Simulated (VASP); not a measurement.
Input:

```xyz
2
Lattice="0.0000 2.7913 2.7913 2.7913 0.0000 2.7913 2.7913 2.7913 0.0000" Properties=species:S:1:pos:R:3 pbc="T T T"
Ca     0.0000     0.0000     0.0000
S      2.7913     2.7913     2.7913
```

Level of theory: PBE GGA with D3 dispersion (Becke-Johnson damping), VASP's PBE PAW potentials (set 64) (plane waves; VASP). Numerical set-up: 520 eV cut-off, 8×8×8 Γ-centred mesh, Gaussian smearing of 0.050 eV, potentials Ca_sv S.

Question: Estimate the energy per atom (σ→0), pressure, band gap (on the k-mesh) with the smallest direct gap where there is one.

Answer: 
```json
{
  "band gap (on the k-mesh)": "2.21 eV",
  "smallest direct gap (on the k-mesh)": "3.06 eV",
  "energy per atom (σ→0)": "-5.516 eV/atom",
  "pressure": "2.01 GPa"
}
```

Only differences to runs with the same potentials and settings are physical.

The compound is CaS in the rock salt structure. This cell is one point of a volume scan, at 0.97 of the reference volume.
